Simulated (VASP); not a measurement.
Data:

```xyz
6
Lattice="4.7641 0.0000 0.0000 0.0000 4.7641 0.0000 0.0000 0.0000 3.1800" Properties=species:S:1:pos:R:3 pbc="T T T"
Zn     0.0000     0.0000     0.0000
Zn     2.3821     2.3821     1.5900
F      1.4457     1.4457     0.0000
F      3.8278     0.9364     1.5900
F      0.9364     3.8278     1.5900
F      3.3185     3.3185     0.0000
```

Calculation: PBE GGA with D4 dispersion, VASP's PBE PAW potentials (set 64) (plane waves; VASP). Numerical set-up: 520 eV cut-off, 5×5×8 Γ-centred mesh, tetrahedra with Blöchl corrections, potentials Zn F.

The cores are frozen, which limits the accuracy of field gradients.

### Question
Give the principal components of the electric field gradient (V/Å²) and the asymmetry η at each nucleus.

### Answer

| atom | Vxx | Vyy | Vzz | η |
|---|---|---|---|---|
| Zn1 | -12.7 | -8.6 | 21.3 | 0.19 |
| Zn2 | -12.7 | -8.6 | 21.3 | 0.19 |
| F3 | 65.2 | 27.3 | -92.4 | 0.41 |
| F4 | 65.2 | 27.3 | -92.4 | 0.41 |
| F5 | 65.2 | 27.3 | -92.4 | 0.41 |
| F6 | 65.2 | 27.3 | -92.4 | 0.41 |

The compound is ZnF2 in the rutile structure. It was relaxed first.
